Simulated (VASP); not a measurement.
# NaV2P2: the relaxed cell at several levels, part 3 of 3

Wanted: equilibrium cells of NaV2P2 at many levels, with their cost. The cell is invented: it takes the structure of a Materials Project entry for KFe2P2 (space group 139 there), with some of its atoms replaced by other elements, volume scaled by an estimate. It may not be a known or stable phase.

VASP 6.6.1, plane waves and PAW; the level of theory is named at each step.

So far. Step 2 (Rough relaxation of the start cell): It ends with a largest force of 0.022 eV/Å and a pressure of 0.00 GPa. Step 3 (Relaxation with PBE): It ends with a largest force of 0.005 eV/Å and a pressure of 0.00 GPa. The conventional cell has a = 3.823 and c = 10.566 Å.

### 4. Relaxation with LDA

This step: LDA, spin-polarised from a ferromagnetic start; plane waves and PAW (V_sv, P, Na_pv); invented cell (VASP 6.6.1).

LDA, the lowest rung, knows the local density alone.

Input file INCAR:

```
SYSTEM = NaV2P2
PREC = Accurate
ENCUT = 520
EDIFF = 1E-06
NELM = 100
ISMEAR = -1
SIGMA = 0.05
LREAL = .FALSE.
ALGO = Normal
GGA = CA
NBANDS = 30
ISPIN = 2
MAGMOM = 2 2 0 0 0
LMAXMIX = 4
LORBIT = 11
LWAVE = .FALSE.
LCHARG = .FALSE.
KPAR = 2
IBRION = 2
NSW = 60
ISIF = 3
EDIFFG = -0.01
```

Input file POSCAR:

```
NaV2P2
1.0
   -1.9110641268      1.9110641268      5.2679736270
    1.9110641268     -1.9110641268      5.2679736270
    1.9110641268      1.9110641268     -5.2679736270
V P Na
2 2 1
Direct
    0.7500000000      0.2500000000      0.5000000000
    0.2500000000      0.7500000000      0.5000000000
    0.3871222616      0.3871222616      0.0000000000
    0.6128777384      0.6128777384      0.0000000000
    0.0000000000      0.0000000000      0.0000000000
```

Input file KPOINTS:

```
Automatic mesh
0
Gamma
7 7 7
0 0 0
```

PAW data sets: V_sv, P and Na_pv (PBE family, release 64).

Run with:

```console
mpirun -np 2 vasp_std
```

Output:

```text
[banner, memory and clock lines left out]
running    2 mpi-ranks, on    1 nodes
 distrk:  each k-point on    1 cores,    2 groups
 distr:  one band on    1 cores,    1 groups

 POSCAR found type information on POSCAR V P Na
 POSCAR found :  3 types and       5 ions
|                                                                             |
|               ----> ADVICE to this user running VASP <----                  |
|                                                                             |
|     You enforced a specific xc type in the INCAR file but a different       |
|     [... a line on the potential file left out ...]
|     I HOPE YOU KNOW WHAT YOU ARE DOING!                                     |
|                                                                             |

 LDA part: xc-table for (Slater(with rela. corr.)+CA(PZ))
 , standard interpolation
 POSCAR, INCAR and KPOINTS ok, starting setup
 FFT: planning ... GRIDC
 FFT: planning ... GRID_SOFT
 FFT: planning ... GRID
 WAVECAR not read
 entering main loop
       N       E                     dE             d eps       ncg     rms          rms(c)
DAV:   1     0.518919686717E+03    0.51892E+03   -0.23698E+04  5208   0.156E+03
DAV:   2    -0.582960047409E+01   -0.52475E+03   -0.50981E+03  4836   0.489E+02
DAV:   3    -0.387486772178E+02   -0.32919E+02   -0.31640E+02  6050   0.127E+02
DAV:   4    -0.396869855705E+02   -0.93831E+00   -0.93390E+00  5664   0.209E+01
DAV:   5    -0.397098637660E+02   -0.22878E-01   -0.22871E-01  5912   0.348E+00    0.326E+01
DAV:   6    -0.379773318599E+02    0.17325E+01   -0.38321E+01  6188   0.436E+01    0.108E+01
DAV:   7    -0.367340457041E+02    0.12433E+01   -0.10891E+01  5658   0.272E+01    0.854E+00
DAV:   8    -0.365136412369E+02    0.22040E+00   -0.12158E+00  5520   0.750E+00    0.237E+00
DAV:   9    -0.364975085666E+02    0.16133E-01   -0.11142E-01  6094   0.190E+00    0.899E-01
DAV:  10    -0.364957107134E+02    0.17979E-02   -0.43983E-03  5598   0.430E-01    0.344E-01
DAV:  11    -0.364944503040E+02    0.12604E-02   -0.25232E-03  5796   0.421E-01    0.919E-02
DAV:  12    -0.364944041323E+02    0.46172E-04   -0.24539E-04  5616   0.107E-01    0.495E-02
DAV:  13    -0.364944061193E+02   -0.19870E-05   -0.45233E-05  5796   0.354E-02    0.236E-02
DAV:  14    -0.364944037578E+02    0.23615E-05   -0.65982E-06  5020   0.179E-02    0.103E-02
DAV:  15    -0.364944038727E+02   -0.11492E-06   -0.11371E-06  3516   0.645E-03
   1 F= -.36494404E+02 E0= -.36491060E+02  d E =-.364944E+02  mag=     0.0002
 curvature:   0.00 expect dE= 0.000E+00 dE for cont linesearch  0.000E+00
 trial: gam= 0.00000 g(F)=  0.914E-02 g(S)=  0.284E+00 ort = 0.000E+00 (trialstep = 0.100E+01)
 search vector abs. value=  0.294E+00
 bond charge predicted
       N       E                     dE             d eps       ncg     rms          rms(c)
DAV:   1    -0.413864947363E+02   -0.48921E+01   -0.95573E+01  5424   0.102E+02    0.248E+01
DAV:   2    -0.378684470836E+02    0.35180E+01   -0.31605E+01  5500   0.490E+01    0.106E+01
DAV:   3    -0.366866307549E+02    0.11818E+01   -0.55386E+00  5428   0.212E+01    0.400E+00
DAV:   4    -0.365163196973E+02    0.17031E+00   -0.12892E+00  5272   0.890E+00    0.229E+00
DAV:   5    -0.365081320336E+02    0.81877E-02   -0.39468E-02  5340   0.177E+00    0.101E+00
DAV:   6    -0.365028863019E+02    0.52457E-02   -0.88109E-03  5988   0.732E-01    0.251E-01
DAV:   7    -0.365026542165E+02    0.23209E-03   -0.13249E-03  5504   0.333E-01    0.487E-02
DAV:   8    -0.365026333725E+02    0.20844E-04   -0.12908E-04  5888   0.585E-02    0.207E-02
DAV:   9    -0.365026326883E+02    0.68426E-06   -0.19587E-05  5354   0.275E-02    0.968E-03
DAV:  10    -0.365026323485E+02    0.33975E-06   -0.88380E-07  3108   0.760E-03
   2 F= -.36502632E+02 E0= -.36500076E+02  d E =-.822848E-02  mag=    -0.0000
[... from here on, the cycles between the ionic steps are left out ...]
   3 F= -.36573803E+02 E0= -.36570883E+02  d E =-.793987E-01  mag=     0.0000
   4 F= -.36573793E+02 E0= -.36570882E+02  d E =-.793894E-01  mag=     0.0000
   5 F= -.36580085E+02 E0= -.36577381E+02  d E =-.629191E-02  mag=    -0.0000
   6 F= -.36581069E+02 E0= -.36578475E+02  d E =-.727611E-02  mag=    -0.0000
   7 F= -.36581068E+02 E0= -.36578480E+02  d E =-.727485E-02  mag=    -0.0000
   8 F= -.36581097E+02 E0= -.36578514E+02  d E =-.288807E-04  mag=    -0.0000
   9 F= -.36581111E+02 E0= -.36578526E+02  d E =-.429120E-04  mag=     0.0000
  10 F= -.36581111E+02 E0= -.36578526E+02  d E =-.424553E-04  mag=     0.0000
  11 F= -.36581111E+02 E0= -.36578526E+02  d E =-.426363E-04  mag=    -0.0000
  12 F= -.36581111E+02 E0= -.36578526E+02  d E =-.431688E-04  mag=    -0.0000
 curvature:  -0.07 expect dE=-0.223E-05 dE for cont linesearch -0.117E-05
 ZBRENT: accuracy reached
 trial: gam=-0.12650 g(F)=  0.141E-04 g(S)=  0.195E-04 ort = 0.493E-04 (trialstep = 0.941E+00)
 search vector abs. value=  0.233E-04
 bond charge predicted
       N       E                     dE             d eps       ncg     rms          rms(c)
DAV:   1    -0.365811795300E+02   -0.67824E-04   -0.17670E-03  4948   0.403E-01    0.662E-02
DAV:   2    -0.365811480964E+02    0.31434E-04   -0.46043E-04  5548   0.187E-01    0.524E-02
DAV:   3    -0.365811229800E+02    0.25116E-04   -0.76859E-05  5512   0.761E-02    0.134E-02
DAV:   4    -0.365811204821E+02    0.24979E-05   -0.94762E-06  4628   0.198E-02    0.453E-03
DAV:   5    -0.365811203638E+02    0.11825E-06   -0.62623E-07  2784   0.644E-03
  13 F= -.36581120E+02 E0= -.36578537E+02  d E =-.911836E-05  mag=     0.0000
 trial-energy change:   -0.000009  1 .order   -0.000013   -0.000026    0.000000
 step:   0.9342(harm=  0.9342)  dis= 0.00054  next Energy=   -36.581124 (dE=-0.128E-04)
 reached required accuracy - stopping structural energy minimisation
```

Run time: 26 min. Hardware: 2 MPI ranks of AMD EPYC 7R43, shared host; peak memory 0.7 GiB; 52 min of CPU time.

OUTCAR, selected parts (step 4):

```text
The static configuration has the point symmetry D_4h.

 Found     40 irreducible k-points:

   NELECT =      43.0000    total number of electrons

 E-fermi :   7.8636

 spin component 1
 k-point     1 :       0.0000    0.0000    0.0000
  band No.  band energies     occupation
    ...
     17       4.4848      1.00000
     18       5.8131      1.00000
     19       6.3893      1.00000
     20       6.3893      1.00000
     21       7.1693      1.00000
     22       8.3067      0.00014
     23       9.7278      0.00000
     24       9.7278      0.00000
     25       9.9409      0.00000
     26       9.9940      0.00000
    ...

 k-point     2 :       0.1429    0.0000   -0.0000
  band No.  band energies     occupation
    ...
     17       4.6516      1.00000
     18       5.9327      1.00000
     19       5.9679      1.00000
     20       6.2499      1.00000
     21       7.1712      1.00000
     22       8.3359      0.00008
     23       9.3382      0.00000
     24       9.4713      0.00000
     25       9.4823      0.00000
     26       9.9056      0.00000
    ...

 k-point     3 :       0.2857    0.0000    0.0000
  band No.  band energies     occupation
    ...
     17       4.6867      1.00000
     18       5.4582      1.00000
     19       5.8899      1.00000
     20       6.4326      1.00000
     21       7.1608      1.00000
     22       8.3395      0.00007
     23       8.8662      0.00000
     24       8.8830      0.00000
     25       9.1203      0.00000
     26       9.5827      0.00000
    ...

 k-point     4 :       0.4286    0.0000   -0.0000
  band No.  band energies     occupation
    ...
     17       4.6005      1.00000
     18       5.5018      1.00000
     19       5.9634      1.00000
     20       7.1506      1.00000
     21       7.2875      0.99999
     22       8.0327      0.03287
     23       8.1957      0.00130
     24       8.3267      0.00009
     25       8.6234      0.00000
     26       9.7995      0.00000
    ...

  Total       -0.0319845     -0.0319845     -0.0156316      0.0000000      0.0000000      0.0000000
  in kB       -0.7038531     -0.7038531     -0.3439898      0.0000000      0.0000000      0.0000000
  external PRESSURE =      -0.5838986 kB  Pullay stress =       0.0000000 kB

  energy-cutoff  :      520.00
  volume of cell :       72.81
      direct lattice vectors                 reciprocal lattice vectors
    -1.869985847  1.869985847  5.205123124     0.000000000  0.267381703  0.096059207
     1.869985847 -1.869985847  5.205123124     0.267381703  0.000000000  0.096059207
     1.869985847  1.869985847 -5.205123124     0.267381703  0.267381703  0.000000000

 POSITION                                       TOTAL-FORCE (eV/Angst)
 -----------------------------------------------------------------------------------
      0.00000      1.86999      2.60256        -0.000000     -0.000000     -0.000000
      1.86999      0.00000      2.60256        -0.000000     -0.000000     -0.000000
      0.00000      0.00000      4.04230         0.000000      0.000000     -0.001863
      0.00000      0.00000      6.36794        -0.000000     -0.000000      0.001863
      0.00000      0.00000      0.00000        -0.000000     -0.000000     -0.000000
 -----------------------------------------------------------------------------------
    total drift:                                0.000000     -0.000000      0.000000

  FREE ENERGIE OF THE ION-ELECTRON SYSTEM (eV)
  ---------------------------------------------------
  free  energy   TOTEN  =       -36.5811203638 eV

  energy  without entropy=      -36.5759540062  energy(sigma->0) =      -36.57853718

 total charge
# of ion       s       p       d       tot
------------------------------------------
    1        2.278   6.246   3.230  11.754
    2        2.278   6.246   3.230  11.754
    3        1.013   1.531   0.000   2.544
    4        1.013   1.531   0.000   2.544
    5        0.087   6.015   0.000   6.102
--------------------------------------------------
tot          6.668  21.568   6.461  34.698

 magnetization (x)
# of ion       s       p       d       tot
------------------------------------------
    1       -0.000   0.000  -0.000   0.000
    2       -0.000   0.000  -0.000   0.000
    3       -0.000   0.000   0.000   0.000
    4       -0.000   0.000   0.000   0.000
    5        0.000   0.000   0.000   0.000
--------------------------------------------------
tot         -0.000   0.000  -0.000   0.000

[... 8 parts as in an earlier step ...]

[... 4 further parts left out ...]
```

The PAW data sets were made with PBE, though LDA sets exist; this is a small mismatch.

The steps of the relaxation:

| step | energy less that of the first step (eV) | largest force (eV/Å) | pressure (GPa) | volume (Å³) |
| --- | --- | --- | --- | --- |
| 1 | 0.0000 | 0.3078 | -6.50 | 76.96 |
| 2 | -0.0082 | 0.9486 | 6.88 | 70.21 |
| 3 | -0.0794 | 0.2944 | -0.24 | 73.37 |
| 4 | -0.0794 | 0.3080 | -0.09 | 73.30 |
| 5 | -0.0857 | 0.1173 | 0.03 | 72.93 |
| 6 | -0.0867 | 0.0040 | 0.11 | 72.73 |
| 7 | -0.0867 | 0.0023 | 0.13 | 72.71 |
| 8 | -0.0867 | 0.0166 | -0.13 | 72.83 |
| 9 | -0.0867 | 0.0112 | 0.00 | 72.79 |
| 10 | -0.0867 | 0.0121 | -0.04 | 72.80 |
| 11 | -0.0867 | 0.0120 | -0.05 | 72.79 |
| 12 | -0.0867 | 0.0121 | 0.03 | 72.79 |
| 13 | -0.0867 | 0.0019 | -0.06 | 72.81 |

| conventional cell, symmetrised | before | after | change |
| --- | --- | --- | --- |
| a (Å) | 3.822 | 3.740 | -2.1 % |
| b (Å) | 3.822 | 3.740 | -2.1 % |
| c (Å) | 10.536 | 10.410 | -1.2 % |
| volume (Å³/atom) | 15.39 | 14.56 | -5.4 % |

The atoms that moved most (Å, as changes of fractional coordinates times the final cell):

| atom | dx | dy | dz | length |
| --- | --- | --- | --- | --- |
| P4 | 0.000 | 0.000 | -0.012 | 0.012 |
| P3 | 0.000 | 0.000 | 0.012 | 0.012 |

Final coordinates:

```
V P Na
1.0
    -1.86999    1.86999    5.20512
     1.86999   -1.86999    5.20512
     1.86999    1.86999   -5.20512
V P Na
2 2 1
Cartesian
  0.0000 1.8700 2.6026
  1.8700 0.0000 2.6026
  0.0000 0.0000 4.0423
  0.0000 0.0000 6.3679
  0.0000 0.0000 0.0000
```

Numbers from this step:

* free energy (TOTEN): -36.58 eV
* energy at zero smearing: -36.58 eV
* Fermi energy: 7.864 eV
* pressure: -0.05839 GPa
* SCF cycles over all ionic steps: 86

It ends at 14.56 Å³/atom, -5.4 % from the start, with -0.06 GPa left. The conventional cell has a = 3.740 and c = 10.410 Å.

### 5. Relaxation with PBEsol

This step: PBEsol, spin-polarised from a ferromagnetic start; plane waves and PAW (V_sv, P, Na_pv); invented cell (VASP 6.6.1).

PBEsol restores the gradient expansion of exchange and is tuned for the cells of solids.

Edit INCAR of step 4 so:

```diff
@@ -9,3 +9,3 @@
 ALGO = Normal
-GGA = CA
+GGA = PS
 NBANDS = 30
```

POSCAR is that of step 4.

KPOINTS is that of step 4.

Run with:

```console
mpirun -np 2 vasp_std
```

Output:

```text
[banner, memory and clock lines left out]
running    2 mpi-ranks, on    1 nodes
[...]
[... a notice as in an earlier step ...]

 LDA part: xc-table for (Slater+PW92), standard interpolation
 POSCAR, INCAR and KPOINTS ok, starting setup
[...]
entering main loop
       N       E                     dE             d eps       ncg     rms          rms(c)
DAV:   1     0.520452419168E+03    0.52045E+03   -0.23740E+04  5216   0.156E+03
DAV:   2    -0.440341348609E+01   -0.52486E+03   -0.50979E+03  4836   0.490E+02
DAV:   3    -0.372953688738E+02   -0.32892E+02   -0.31610E+02  6034   0.127E+02
DAV:   4    -0.382359965486E+02   -0.94063E+00   -0.93606E+00  5678   0.210E+01
[...]
DAV:  13    -0.351299005799E+02   -0.51287E-05   -0.49669E-05  5886   0.412E-02    0.280E-02
DAV:  14    -0.351298981372E+02    0.24426E-05   -0.12315E-05  5212   0.234E-02    0.112E-02
DAV:  15    -0.351298985844E+02   -0.44717E-06   -0.21335E-06  4332   0.961E-03
   1 F= -.35129899E+02 E0= -.35126567E+02  d E =-.351299E+02  mag=     0.0003
[... from here on, the cycles between the ionic steps are left out ...]
   2 F= -.35134576E+02 E0= -.35131691E+02  d E =-.467768E-02  mag=    -0.0000
   3 F= -.35152660E+02 E0= -.35149571E+02  d E =-.227619E-01  mag=     0.0000
   4 F= -.35152655E+02 E0= -.35149570E+02  d E =-.227563E-01  mag=     0.0000
   5 F= -.35154686E+02 E0= -.35151732E+02  d E =-.203130E-02  mag=     0.0000
   6 F= -.35155043E+02 E0= -.35152163E+02  d E =-.238765E-02  mag=     0.0000
[...]
reached required accuracy - stopping structural energy minimisation
```

Run time: 16 min. Hardware: 2 MPI ranks; peak memory 0.92 GiB.

Parts of OUTCAR (step 5):

```text
  Total        0.0260640      0.0260640      0.0414210      0.0000000      0.0000000      0.0000000
  in kB        0.5595165      0.5595165      0.8891845      0.0000000      0.0000000      0.0000000
  external PRESSURE =       0.6694059 kB  Pullay stress =       0.0000000 kB

 POSITION                                       TOTAL-FORCE (eV/Angst)
 -----------------------------------------------------------------------------------
     -0.00000      1.88772      2.61804         0.000000      0.000000      0.000000
      1.88772     -0.00000      2.61804         0.000000      0.000000      0.000000
      0.00000      0.00000      4.06137        -0.000000     -0.000000      0.008927
      0.00000      0.00000      6.41078         0.000000      0.000000     -0.008927
      1.88772      1.88772      5.23607         0.000000      0.000000      0.000000
 -----------------------------------------------------------------------------------
    total drift:                                0.000000     -0.000000      0.000000

  FREE ENERGIE OF THE ION-ELECTRON SYSTEM (eV)
  ---------------------------------------------------
  free  energy   TOTEN  =       -35.1550425250 eV

  energy  without entropy=      -35.1492826631  energy(sigma->0) =      -35.15216259

 magnetization (x)
# of ion       s       p       d       tot
------------------------------------------
    1       -0.000   0.000   0.000   0.000
    2       -0.000   0.000   0.000   0.000
    3       -0.000  -0.000   0.000  -0.000
    4       -0.000  -0.000   0.000  -0.000
    5       -0.000   0.000   0.000   0.000
--------------------------------------------------
tot         -0.000   0.000   0.000   0.000

[... 2 parts as in an earlier step ...]

[... 2 further parts left out ...]
[key lines of the parts left out:]
E-fermi :   7.7521
```

The PAW data sets were made with PBE, which is usual practice but a small mismatch for other functionals.

Relaxation path:

| step | energy less that of the first step (eV) | largest force (eV/Å) | pressure (GPa) | volume (Å³) |
| --- | --- | --- | --- | --- |
| 1 | 0.0000 | 0.1511 | -3.48 | 76.96 |
| 2 | -0.0047 | 0.4678 | 3.21 | 73.30 |
| 3 | -0.0228 | 0.1651 | -0.15 | 74.99 |
| 4 | -0.0228 | 0.1710 | 0.00 | 74.95 |
| 5 | -0.0248 | 0.0699 | 0.03 | 74.75 |
| 6 | -0.0251 | 0.0089 | 0.07 | 74.63 |

| conventional cell, symmetrised | before | after | change |
| --- | --- | --- | --- |
| a (Å) | 3.822 | 3.775 | -1.2 % |
| b (Å) | 3.822 | 3.775 | -1.2 % |
| c (Å) | 10.536 | 10.472 | -0.6 % |
| volume (Å³/atom) | 15.39 | 14.93 | -3.0 % |

The relaxed structure:

```cif
data_structure
_symmetry_space_group_name_H-M 'P 1'
_symmetry_Int_Tables_number 1
_cell_length_a 5.8774
_cell_length_b 5.8774
_cell_length_c 5.8774
_cell_angle_alpha 142.531
_cell_angle_beta 142.531
_cell_angle_gamma 54.030
_cell_volume 74.63
loop_
_atom_site_label
_atom_site_type_symbol
_atom_site_fract_x
_atom_site_fract_y
_atom_site_fract_z
_atom_site_occupancy
V1 V 0.75000 0.25000 0.50000 1
V2 V 0.25000 0.75000 0.50000 1
P3 P 0.38783 0.38783 0.00000 1
P4 P 0.61217 0.61217 0.00000 1
Na5 Na 0.00000 0.00000 0.00000 1
```

It ends at 14.93 Å³/atom, -3.0 % from the start, with 0.07 GPa left. The conventional cell has a = 3.775 and c = 10.472 Å.

### 6. Relaxation with r2SCAN

This step: r2SCAN, spin-polarised from a ferromagnetic start; plane waves and PAW (V_sv, P, Na_pv); invented cell (VASP 6.6.1).

r2SCAN adds the kinetic-energy density, costs more than a GGA and is run with LASPH.

Edit INCAR of step 5 so:

```diff
@@ -9,3 +9,4 @@
 ALGO = Normal
-GGA = PS
+METAGGA = R2SCAN
+LASPH = .TRUE.
 NBANDS = 30
```

POSCAR is that of step 5.

KPOINTS is that of step 5.

Run with:

```console
mpirun -np 2 vasp_std
```

Output:

```text
[banner, memory and clock lines left out]
running    2 mpi-ranks, on    1 nodes
[...]
[... a notice as in an earlier step ...]

 LDA part: xc-table for (None), standard interpolation
 POSCAR, INCAR and KPOINTS ok, starting setup
[...]
entering main loop
       N       E                     dE             d eps       ncg     rms          rms(c)
DAV:   1     0.518688419635E+03    0.51869E+03   -0.24399E+04  5216   0.161E+03
DAV:   2    -0.289329659351E+02   -0.54762E+03   -0.53213E+03  4836   0.510E+02
DAV:   3    -0.631094637824E+02   -0.34176E+02   -0.32871E+02  6026   0.133E+02
DAV:   4    -0.640941420187E+02   -0.98468E+00   -0.97943E+00  5708   0.221E+01
[...]
DAV:  11    -0.531415744048E+02   -0.10998E-02   -0.85378E-03  5574   0.490E-01    0.163E-01
DAV:  12    -0.531418685335E+02   -0.29413E-03   -0.11336E-03  5418   0.225E-01    0.897E-02
DAV:  13    -0.531419812639E+02   -0.11273E-03   -0.25813E-04  5482   0.914E-02    0.494E-02
```

The job ended after 15 min (2 MPI ranks).

The run was cut off at its time limit.

More ranks or a longer limit would be the way on.

### 7. The cells as a table

This step: relaxed cells at several levels; plane waves and PAW; invented cell (VASP 6.6.1).

Derived from the runs above.

Lengths are those of the conventional cell; cost is the wall time of each run, as given at its step, times its ranks, without the set-up around it. Results by level, by row:

| level | volume (Å³/atom) | change from the start (%) | a (Å) | c (Å) | largest site moment (μB) | cost (core minutes) |
| --- | --- | --- | --- | --- | --- | --- |
| PBE | 15.44 | 0.3 | 3.823 | 10.57 | 0 | 19.7 |
| LDA | 14.56 | -5.4 | 3.74 | 10.41 | 0 | 52.1 |
| PBEsol | 14.93 | -3 | 3.775 | 10.47 | 0 | 31 |

### 8. Results

- volume, PBE: 15.44 Å³/atom
- volume, LDA: 14.56 Å³/atom
- volume, PBEsol: 14.93 Å³/atom

For NaV2P2 the levels give volumes between 14.56 Å³/atom (LDA) and 15.44 Å³/atom (PBE), a spread of 6.1 %, while the cost of the finished runs spans a factor of 2.6. The costs hold the number of ionic steps as well as the price of the functional. All runs lost the moments they were started with, so they describe a non-magnetic state; an order that doesn't fit this cell would change the volume. Within 0.02 Å all end in space group I4/mmm; the runs can't lower the symmetry of the start. Only the typed magnetic starts were tried, so the magnetic ground state may differ and with it the other results. Not obtained: r2SCAN, because the run hit its time limit. Each is a single relaxation on the plane waves of the start cell, so larger changes of volume carry a basis-set error that was not tested here. Zero-point and thermal expansion are not included. Nothing here tests the cell against competing phases.

[Lines on the potential files, build, host, timing and source positions are cut from VASP's logs without a mark.]

[Logs are printed without paths, hosts, clocks, repeated set-up lines and the standing remarks that a program may print on its own settings, such as how far it seeks lower states.]

[Hosts, paths, dates, database ids (printed as entryN), source tags and the programs' standing remarks are cut or masked in the printed files.]

[A measured line is paired with the nearest computed mode of its activity, which favours agreement.]
